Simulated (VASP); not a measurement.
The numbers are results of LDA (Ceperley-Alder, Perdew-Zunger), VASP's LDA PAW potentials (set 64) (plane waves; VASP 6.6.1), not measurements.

The input files of a VASP run:

File POSCAR:
```
MgB2
1.0
  1.5195523072  -2.6319413280   0.0000000000
  1.5195523072   2.6319413280   0.0000000000
  0.0000000000   0.0000000000   3.4301242398
Mg B
1 2
Cartesian
  0.0000000000   0.0000000000   3.4301242398
  1.5195523072   0.8773155306   1.7150621199
  1.5195523072  -0.8773155306   1.7150621199
```

KPOINTS:
```
Automatic mesh
0
Gamma
10 10 8
0 0 0
```

INCAR:
```
SYSTEM=MgB2
PREC=Accurate; ENCUT=520; LREAL=.FALSE.
LASPH=.TRUE.
EDIFF=1E-6; NELM=100; ALGO=Normal
ISMEAR=1; SIGMA=0.1
IBRION=2; NSW=60; ISIF=3
EDIFFG=-0.02
LWAVE=.FALSE.; LCHARG=.FALSE.
```

POTCAR, in this order: Mg B (LDA.64 set). Program: vasp_std.

Output

File OSZICAR:
```
       N       E                     dE             d eps       ncg     rms          rms(c)
DAV:   1     0.339388083253E+01    0.33939E+01   -0.40516E+03  1184   0.852E+02
DAV:   2    -0.189361451471E+02   -0.22330E+02   -0.21233E+02  1560   0.113E+02
DAV:   3    -0.191990254818E+02   -0.26288E+00   -0.26252E+00  1488   0.149E+01
DAV:   4    -0.191993400089E+02   -0.31453E-03   -0.31453E-03  1688   0.458E-01
DAV:   5    -0.191993404229E+02   -0.41397E-06   -0.41367E-06  1496   0.102E-02    0.532E+00
DAV:   6    -0.175862286932E+02    0.16131E+01   -0.27205E+00  1240   0.919E+00    0.242E+00
DAV:   7    -0.172932685798E+02    0.29296E+00   -0.14192E+00  1360   0.650E+00    0.654E-01
DAV:   8    -0.172912396004E+02    0.20290E-02   -0.85050E-02  1200   0.201E+00    0.312E-01
DAV:   9    -0.172856049810E+02    0.56346E-02   -0.16766E-02  1240   0.715E-01    0.511E-02
DAV:  10    -0.172855265357E+02    0.78445E-04   -0.10582E-03  1608   0.212E-01    0.194E-02
DAV:  11    -0.172855158068E+02    0.10729E-04   -0.55194E-05  1216   0.510E-02    0.162E-03
DAV:  12    -0.172855158409E+02   -0.34043E-07   -0.10010E-06  1152   0.764E-03
   1 F= -.17285516E+02 E0= -.17285686E+02  d E =-.172855E+02
```

File OUTCAR:
```
------------------------ aborting loop because EDIFF is reached ----------------------------------------
  FORCE on cell =-STRESS in cart. coord.  units (eV):
  Direction    XX          YY          ZZ          XY          YZ          ZX
  --------------------------------------------------------------------------------------
  Total        0.0291717      0.0291717     -0.0219482      0.0000000      0.0000000      0.0000000
  in kB        1.7034919      1.7034913     -1.2816774      0.0000000      0.0000000      0.0000000
  external PRESSURE =       0.7084353 kB  Pullay stress =       0.0000000 kB
  volume of cell :       27.44
      direct lattice vectors                 reciprocal lattice vectors
     1.519552307 -2.631941328  0.000000000     0.329044283 -0.189973840  0.000000000
     1.519552307  2.631941328  0.000000000     0.329044283  0.189973840  0.000000000
     0.000000000  0.000000000  3.430124240     0.000000000  0.000000000  0.291534630
 POSITION                                       TOTAL-FORCE (eV/Angst)
 -----------------------------------------------------------------------------------
      0.00000      0.00000      0.00000        -0.000000     -0.000000      0.000000
      1.51955      0.87732      1.71506        -0.000000      0.000000      0.000000
      1.51955     -0.87732      1.71506         0.000000     -0.000000      0.000000
 -----------------------------------------------------------------------------------
    total drift:                                0.000000     -0.000000      0.000000
  FREE ENERGIE OF THE ION-ELECTRON SYSTEM (eV)
  ---------------------------------------------------
  free  energy   TOTEN  =       -17.2855158409 eV

  energy  without entropy=      -17.2860269206  energy(sigma->0) =      -17.28568620

 reached required accuracy - stopping structural energy minimisation
```
(Selected blocks of OUTCAR.)

The compound is MgB2 in the AlB2 type structure. It was relaxed first, which changed the volume by -6 %. The start is the result of an earlier pass.
